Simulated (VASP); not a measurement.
Method: PBEsol GGA, VASP's PBE PAW potentials (set 64) (plane waves; VASP 6.6.1).

The input files of a VASP run:

### INCAR
```
SYSTEM = NbSi
PREC = Accurate
ENCUT = 400
EDIFF = 1E-7
NELM = 100
ALGO = Normal
LREAL = .FALSE.
LASPH = .TRUE.
ISMEAR = -5
GGA = PS
LMAXMIX = 4
LWAVE = .FALSE.
LCHARG = .TRUE.
LORBIT = 11
NEDOS = 601
ISIF = 2
```

POSCAR:
```
NbSi
1
    0.0000000000     2.5473254766     2.5473254766
    2.5473254766    -0.0000000000     2.5473254766
    2.5473254766     2.5473254766    -0.0000000000
Nb Si
1 1
Direct
  0.0000000000   0.0000000000   0.0000000000
  0.5000000000   0.5000000000   0.5000000000
```

### KPOINTS
```
Automatic mesh
0
Gamma
14 14 14
0 0 0
```

POTCAR, in this order: Nb_sv Si (PBE.64 set). Program: vasp_std.

The resulting files:

OUTCAR:
```
 ion  position               nearest neighbor table
   1  0.000  0.000  0.000-   2 2.55   2 2.55   2 2.55   2 2.55   2 2.55   2 2.55
   2  0.500  0.500  0.500-   1 2.55   1 2.55   1 2.55   1 2.55   1 2.55   1 2.55
  LATTYP: Found a face centered cubic cell.
 ALAT       =     5.0946509532
 Subroutine PRICEL returns:
 Original cell was already a primitive cell.
 Subroutine GETGRP returns: Found 48 space group operations
The static configuration has the point symmetry O_h .
The dynamic configuration has the point symmetry O_h .
 Subroutine INISYM returns: Found 48 space group operations
 Subroutine IBZKPT returns following result:
 Found    104 irreducible k-points:

 Following reciprocal coordinates:
            Coordinates               Weight
  0.000000  0.000000  0.000000      1.000000
  0.071429  0.000000  0.000000      8.000000
  0.142857  0.000000  0.000000      8.000000
  0.214286  0.000000  0.000000      8.000000
  0.285714  0.000000  0.000000      8.000000
  0.357143  0.000000  0.000000      8.000000
  0.428571  0.000000  0.000000      8.000000
  0.500000  0.000000  0.000000      4.000000
  0.071429  0.071429  0.000000      6.000000
  0.142857  0.071429  0.000000     24.000000
  0.214286  0.071429  0.000000     24.000000
  0.285714  0.071429  0.000000     24.000000
  0.357143  0.071429  0.000000     24.000000
  0.428571  0.071429  0.000000     24.000000
  0.500000  0.071429  0.000000     24.000000
 -0.428571  0.071429  0.000000     24.000000
 -0.357143  0.071429  0.000000     24.000000
 -0.285714  0.071429  0.000000     24.000000
 -0.214286  0.071429  0.000000     24.000000
 -0.142857  0.071429  0.000000     24.000000
 -0.071429  0.071429  0.000000     12.000000
  0.142857  0.142857  0.000000      6.000000
  0.214286  0.142857  0.000000     24.000000
  0.285714  0.142857  0.000000     24.000000
  0.357143  0.142857  0.000000     24.000000
  0.428571  0.142857  0.000000     24.000000
  0.500000  0.142857  0.000000     24.000000
 -0.428571  0.142857  0.000000     24.000000
 -0.357143  0.142857  0.000000     24.000000
 -0.285714  0.142857  0.000000     24.000000
 -0.214286  0.142857  0.000000     24.000000
 -0.142857  0.142857  0.000000     12.000000
  0.214286  0.214286  0.000000      6.000000
  0.285714  0.214286  0.000000     24.000000
  0.357143  0.214286  0.000000     24.000000
  0.428571  0.214286  0.000000     24.000000
  0.500000  0.214286  0.000000     24.000000
 -0.428571  0.214286  0.000000     24.000000
 -0.357143  0.214286  0.000000     24.000000
 -0.285714  0.214286  0.000000     24.000000
   k-points           NKPTS =    104   k-points in BZ     NKDIM =    104   number of bands    NBANDS=     12
   number of dos      NEDOS =    601   number of ions     NIONS =      2
   total plane-waves  NPLWV =  13824
   dimension x,y,z NGX =    24 NGY =   24 NGZ =   24
   dimension x,y,z NGXF=    48 NGYF=   48 NGZF=   48
   ions per type =               1   1
   PREC   = accura    normal or accurate (medium, high low for compatibility)
   ISTART =      0    job   : 0-new  1-cont  2-samecut
   ICHARG =      2    charge: 1-file 2-atom 10-const
   ISPIN  =      1    spin polarized calculation?
   LNONCOLLINEAR =      F non collinear calculations
   LSORBIT =      F    spin-orbit coupling
   INIWAV =      1    electr: 0-lowe 1-rand  2-diag
   ENCUT  =  400.0 eV  29.40 Ry    5.42 a.u.   5.87  5.87  5.87*2*pi/ulx,y,z
   NELM   =    100;   NELMIN=  2; NELMDL= -5     # of ELM steps
   EDIFF  = 0.1E-06   stopping-criterion for ELM
   LREAL  =      F    real-space projection
   NLSPLINE    = F    spline interpolate recip. space projectors
   LMAXMIX     =    4 max onsite mixed and CHGCAR
...
```

File OSZICAR:
```
       N       E                     dE             d eps       ncg     rms          rms(c)
DAV:   1     0.104316796411E+03    0.10432E+03   -0.75651E+03  2512   0.110E+03
DAV:   2    -0.127712396671E+02   -0.11709E+03   -0.11248E+03  3000   0.375E+02
DAV:   3    -0.182035236832E+02   -0.54323E+01   -0.52882E+01  3900   0.641E+01
DAV:   4    -0.184759315439E+02   -0.27241E+00   -0.27095E+00  3576   0.144E+01
DAV:   5    -0.184844212661E+02   -0.84897E-02   -0.84751E-02  3980   0.234E+00    0.948E+00
DAV:   6    -0.172279152957E+02    0.12565E+01   -0.52925E+00  3984   0.201E+01    0.291E+00
DAV:   7    -0.172241814432E+02    0.37339E-02   -0.10429E-01  3188   0.318E+00    0.174E+00
DAV:   8    -0.172204767834E+02    0.37047E-02   -0.22079E-02  4360   0.121E+00    0.322E-01
DAV:   9    -0.172205033740E+02   -0.26591E-04   -0.74726E-04  3132   0.230E-01    0.131E-01
DAV:  10    -0.172205150976E+02   -0.11724E-04   -0.14350E-04  3480   0.157E-01    0.159E-02
DAV:  11    -0.172205132997E+02    0.17980E-05   -0.41200E-06  3588   0.243E-02    0.675E-03
DAV:  12    -0.172205125552E+02    0.74442E-06   -0.64681E-07  3384   0.120E-02    0.245E-03
DAV:  13    -0.172205122081E+02    0.34710E-06   -0.62612E-08  2012   0.331E-03    0.522E-04
DAV:  14    -0.172205122031E+02    0.50766E-08   -0.14048E-08  1748   0.182E-03
   1 F= -.17220512E+02 E0= -.17220512E+02  d E =0.000000E+00
```

File OUTCAR:
```
------------------------ aborting loop because EDIFF is reached ----------------------------------------
  FORCE on cell =-STRESS in cart. coord.  units (eV):
  Direction    XX          YY          ZZ          XY          YZ          ZX
  --------------------------------------------------------------------------------------
  Total        0.0082854      0.0082854      0.0082854      0.0000000     -0.0000000      0.0000000
  in kB        0.4015497      0.4015497      0.4015497      0.0000000     -0.0000000      0.0000000
  external PRESSURE =       0.4015497 kB  Pullay stress =       0.0000000 kB
  volume of cell :       33.06
      direct lattice vectors                 reciprocal lattice vectors
     0.000000000  2.547325477  2.547325477    -0.196284301  0.196284301  0.196284301
     2.547325477  0.000000000  2.547325477     0.196284301 -0.196284301  0.196284301
     2.547325477  2.547325477  0.000000000     0.196284301  0.196284301 -0.196284301
 POSITION                                       TOTAL-FORCE (eV/Angst)
 -----------------------------------------------------------------------------------
      0.00000      0.00000      0.00000        -0.000000      0.000000     -0.000000
      2.54733      2.54733      2.54733         0.000000     -0.000000      0.000000
 -----------------------------------------------------------------------------------
    total drift:                                0.000000     -0.000000     -0.000000
  FREE ENERGIE OF THE ION-ELECTRON SYSTEM (eV)
  ---------------------------------------------------
  free  energy   TOTEN  =       -17.2205122031 eV

  energy  without entropy=      -17.2205122031  energy(sigma->0) =      -17.22051220

 total charge

# of ion       s       p       d       tot
------------------------------------------
    1        2.143   6.003   2.598  10.744
    2        0.794   0.973   0.000   1.767
--------------------------------------------------
tot          2.937   6.975   2.598  12.511
```
(Selected blocks of OUTCAR.)

For a metal the tetrahedron method with Blöchl corrections gives inexact stress and forces.

The structure was generated: NbSi was put into the rock salt type (Fm-3m), which need not be its known phase. It was relaxed first, which changed the volume by -37 %. The electron count is odd and the run is not spin-polarised, which forces a metal.
